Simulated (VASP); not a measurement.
Here is the system:

```
Sc
1.0
    1.65500    -2.86654     0.00000
    1.65500     2.86654     0.00000
    0.00000     0.00000     5.27000
Sc
2
Cartesian
  1.65500   0.95552   1.31750
  1.65500  -0.95552   3.95250
```

Computed with PBE GGA, VASP's PBE PAW potentials (set 64) (plane waves; VASP). Settings: 480 eV cut-off, 11×11×6 Γ-centred mesh, first-order Methfessel-Paxton smearing of 0.10 eV, potentials Sc_sv.

Q: The ions, cell shape and volume are relaxed. What does this cell relax into?

A: 
```
Sc
1.0
    1.65877    -2.87307     0.00000
    1.65877     2.87307     0.00000
    0.00000     0.00000     5.15931
Sc
2
Cartesian
  1.65877   0.95769   1.28983
  1.65877  -0.95769   3.86949
```
Space group P6_3/mmc (194), at a tolerance of 0.03 Å.

Q: How do energy and volume change from the first to the last step?

A: The energy (σ→0) changes by -3.4 meV/atom and the volume by -1.7 %, in 5 ionic steps.

The compound is Sc in the hcp structure. This run relaxes it. Symmetry was kept, so distortions that lower it aren't found.
